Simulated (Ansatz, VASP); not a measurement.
**Two plane-wave programs on HfHg**

File INCAR:

```
PREC = Accurate
ENCUT = 520
EDIFF = 1E-6
ISMEAR = 0
SIGMA = 0.05
LREAL = F
LASPH = T
NELM = 80
ALGO = Fast
ISIF = 2
LWAVE = F
LCHARG = F
GGA = PS
NBANDS = 18
```

The input KPOINTS:

```
Automatic mesh
0
Gamma
  10 10 10
```

Contents of POSCAR:

```
HfHg
1.0
    3.4373109941      0.0000000000      0.0000000000
    0.0000000000      3.4373109941      0.0000000000
    0.0000000000      0.0000000000      3.4373109941
Hf Hg
1 1
Direct
    0.0000000000      0.0000000000      0.0000000000
    0.5349110104      0.5000000000      0.5000000000
```

Input for Ansatz:

```yaml
crystal:
  lattice:
    - [3.4373109941, 0.0, 0.0]
    - [0.0, 3.4373109941, 0.0]
    - [0.0, 0.0, 3.4373109941]
  atoms:
    - { symbol: Hf, position: [0.0, 0.0, 0.0] }
    - { symbol: Hg, position: [0.5349110104, 0.5, 0.5] }
basis:
  ecutwfc: 420
  ecutrho_ratio: 4
kpoints:
  mp_grid: { grid: [10, 10, 10] }
hamiltonian:
  xc: pbesol
scf:
  occupations: { method: gaussian, width: 0.05 }
output:
  forces: true
  stress: true
  eigenvalues: true
```

Alike in both runs: task single point; functional PBEsol; k mesh 10 × 10 × 10; occupations gaussian, width 0.05 eV; no spin polarisation.

```csv
,VASP,Ansatz
version,VASP 6.6.1,Ansatz 0.2.0
potentials or method,"VASP PAW PBE potentials, release 64 (Hf_pv, Hg)","scalar-relativistic, plane waves, PAW"
plane-wave cutoff (eV),520,420
valence electrons in the cell,22,46
```

|  | VASP | Ansatz | Ansatz less VASP |
| --- | --- | --- | --- |
| gap on the k mesh at the Fermi level (eV) | none | none | - |
| pressure (GPa) | 0.4 | 0.4 | +0.04 |
| largest component of the traceless stress (GPa) | 0.19 | 0.19 | -0.006 |
| rms of the force components (eV/Å) | 0.220 | 0.222 | +0.0027 |

Atom by atom the forces differ by 0.003 eV/Å (rms over components). A gap of «none» marks a metal or a gap that the smearing closes. The functional is the same, so the differences come from potentials, cutoffs and numerics. The two sets of potentials don't hold the same shells in valence.

Caveats: the PAW data sets were made with another functional, which shifts forces and pressure a little (VASP). The runs have no spin-orbit coupling, so splittings on Hf, Hg are missing.
